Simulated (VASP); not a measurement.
Energy against volume of TiC (rock salt). These are r2SCAN+rVV10, VASP's PBE PAW potentials (set 64) (plane waves; VASP) values and carry that method's errors. Numerical set-up: 520 eV cut-off, 14×14×14 Γ-centred mesh, first-order Methfessel-Paxton smearing of 0.10 eV, potentials Ti_sv C.

| V (Å³/atom) | E (eV/atom) |
|---|---|
| 9.515 | -12.25619 |
| 9.818 | -12.28184 |
| 10.122 | -12.28996 |
| 10.426 | -12.28301 |

Q: Fit these four points and predict the energy of the run at 10.729 Å³/atom.

A: A cubic in V^(−2/3), the third-order Birch-Murnaghan form, passes through the four points with V0 = 10.13 Å³/atom and B0 = 263 GPa, and gives -12.2632 eV/atom there. The run gave -12.2630 eV/atom, +0.2 meV/atom from the fit; all five points give B0 = 264 GPa.

The compound is TiC in the rock salt structure. It was relaxed first.
